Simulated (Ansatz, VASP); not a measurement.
# BeZn3Se4 in VASP and in Ansatz

```
Be Zn Se
1.0
     4.03163    0.00000    0.00000
    -2.01581    3.49149    0.00000
     0.00000    0.00000   13.25780
Be Zn Se
1 3 4
Direct
  0.33333 0.66667 0.00212
  0.33333 0.66667 0.50032
  0.66667 0.33333 0.24214
  0.66667 0.33333 0.75899
  0.33333 0.66667 0.17400
  0.33333 0.66667 0.69051
  0.66667 0.33333 0.43219
  0.66667 0.33333 0.94972
```

Alike in both runs: functional PBE; k mesh 12 × 12 × 2; occupations gaussian, width 0.02 eV; no spin polarisation.

Ansatz relaxed the structure, and its values are those at the end. VASP's run is a single point on that final structure, the one shown.

|  | VASP | Ansatz |
| --- | --- | --- |
| version | VASP 6.6.1 | Ansatz 0.2.0 |
| potentials or method | VASP PAW PBE potentials, release 64 (Be, Zn, Se) | scalar-relativistic, plane waves, PAW |
| plane-wave cutoff (eV) | 520 | 420 |
| valence electrons in the cell | 62 | 102 |

|  | VASP | Ansatz | Ansatz less VASP |
| --- | --- | --- | --- |
| gap on the k mesh at the Fermi level (eV) | 1.36 | 1.36 | 0.000 |
| least direct gap on the mesh (eV) | 1.36 | 1.36 | 0.000 |
| pressure (GPa) | -2.9 | -3.1 | -0.17 |
| rms of the force components (eV/Å) | 0.003 | 0.002 | -0.0013 |

The two sets of potentials don't hold the same shells in valence.

A hybrid or GW would open this gap; PBE tends to underestimate it.
